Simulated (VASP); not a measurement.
Input:

```xyz
2
Lattice="0.0000 2.7613 2.7613 2.7613 0.0000 2.7613 2.7613 2.7613 0.0000" Properties=species:S:1:pos:R:3 pbc="T T T"
Ag     0.0000     2.7613     2.7613
Cl     2.7613     2.7613     2.7613
```

The numbers are results of revTPSS meta-GGA, VASP's PBE PAW potentials (set 64) (plane waves; VASP), not measurements. Run with 520 eV cut-off, 9×9×9 Γ-centred mesh, tetrahedra with Blöchl corrections, potentials Ag Cl.

### Question
What does the run give for the energy per atom (σ→0), band gap (over mesh and band path) with the smallest direct gap where there is one?

### Answer

- band gap (over mesh and band path) = 0.91 eV
- smallest direct gap (over mesh and band path) = 3.07 eV
- energy per atom (σ→0) = 4.731 eV/atom

Only differences to runs with the same potentials and settings are physical.

The compound is AgCl in the rock salt structure. It was relaxed first.
